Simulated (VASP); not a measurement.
Here is the system:

```
CELL_PARAMETERS angstrom
      2.84042     0.00000     0.00000
      0.00000     2.84042     0.00000
      0.00000     0.00000     2.84042
ATOMIC_POSITIONS crystal
  Ga 0.50000 0.50000 0.50000
  Co 0.00000 0.00000 0.00000
```

Level of theory: PBEsol GGA, VASP's PBE PAW potentials (set 64) (plane waves; VASP 6.6.1). Settings: 500 eV cut-off, 13×13×13 Γ-centred mesh, first-order Methfessel-Paxton smearing of 0.10 eV, potentials Ga_d Co.

Energy and stress use the plane-wave basis of the starting cell.

Problem. The ions, cell shape and volume at an external pressure of 5.0 GPa are relaxed. Which structure does the run end with?

Solution. 
```
CELL_PARAMETERS angstrom
      2.81853     0.00000     0.00000
      0.00000     2.81853     0.00000
      0.00000     0.00000     2.81853
ATOMIC_POSITIONS crystal
  Ga 0.50000 0.50000 0.50000
  Co 0.00000 0.00000 0.00000
```
Space group Pm-3m (221), at a tolerance of 0.03 Å.

Problem. How do energy and volume change from the first to the last step?

Solution. The energy (σ→0) changes by +4.0 meV/atom and the volume by -2.3 %, in 3 ionic steps.

| step | E(σ→0) (eV) | max force (eV/Å) | pressure (GPa) | volume (Å³) |
|---|---|---|---|---|
| 1 | -11.7737 | 0.000 | 0.01 | 22.92 |
| 2 | -11.7327 | 0.000 | 11.76 | 21.75 |
| 3 | -11.7658 | 0.000 | 4.96 | 22.39 |

The compound is CoGa in the CsCl type structure. This run relaxes it under an external pressure of 5 GPa. Symmetry was kept, so distortions that lower it aren't found. The run is not spin-polarised, so no magnetic state was tried.
